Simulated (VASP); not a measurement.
## KBe18: single point with LDA

The system is KBe18, a slab with vacuum.

```
CELL_PARAMETERS angstrom
4.58000 0.00000 0.00000
3.43500 5.94960 0.00000
0.00000 0.00000 15.58843
ATOMIC_POSITIONS crystal
Be 0.00000 0.00000 0.06415
Be 0.50000 0.00000 0.06415
Be 0.00000 0.33333 0.06415
Be 0.50000 0.33333 0.06415
Be 0.00000 0.66667 0.06415
Be 0.50000 0.66667 0.06415
Be 0.83295 0.22373 0.18021
Be 0.32990 0.22602 0.17983
Be 0.82991 0.55622 0.17808
Be 0.33474 0.55738 0.17818
Be 0.82865 0.89523 0.17832
Be 0.33265 0.89033 0.17968
Be 0.99917 0.99882 0.29492
Be 0.49878 0.00110 0.29498
Be 0.99755 0.33582 0.29510
Be 0.49784 0.33443 0.29530
Be 0.99787 0.66761 0.28631
Be 0.49901 0.66654 0.29450
K 0.99152 0.66896 0.46333
```

The cell was built by a generator and needn't be a form met in nature.

```yaml
Program: VASP 6.6.1
Task: single point
Functional: LDA
Potentials_or_basis: VASP PAW LDA potentials, release 64 (Be, K_sv)
Cutoff: 520 eV
k_mesh: 4 × 3 × 1
Occupations: fermi-dirac, width 0.05 eV
Spin: no spin polarisation
```

- Largest force: 0.068 eV/Å
- Band gap on the k mesh: none (metal or under the smearing width)

Forces in eV/Å, atoms in the order of the input:
```
Be   0.030  0.030  0.001
Be  -0.042  0.054 -0.004
Be  -0.015 -0.021  0.003
Be   0.000 -0.033  0.021
Be  -0.020  0.020 -0.037
Be   0.004  0.038 -0.030
Be   0.023 -0.020 -0.005
Be   0.004 -0.029  0.001
Be  -0.003 -0.027 -0.010
Be   0.026 -0.017 -0.004
Be   0.023 -0.029 -0.013
Be   0.006 -0.025  0.010
Be  -0.003  0.016  0.014
Be  -0.010  0.009  0.009
Be  -0.004  0.006  0.012
Be  -0.010  0.010  0.012
Be  -0.013  0.008 -0.011
Be   0.004  0.008  0.018
K    0.000  0.001  0.012
```

Levels at points of the mesh, in eV from the Fermi level:
```csv
k point,band 21,band 22,band 23,band 24,band 25,band 26
"(0.00, 0.00, 0.00)",-0.96,-0.13,-0.12,0.49,1.75,1.76
"(0.50, 0.00, 0.00)",0.02,0.09,0.12,0.19,1.06,1.13
```

Wall time 3.4 min on 1 thread of Intel(R) Xeon(R) 6975P-C (Granite Rapids) (shared host), peak memory 0.4 GiB.

Caveat: the k mesh is coarse (spacing up to 0.40 Å⁻¹), so the values aren't converged.
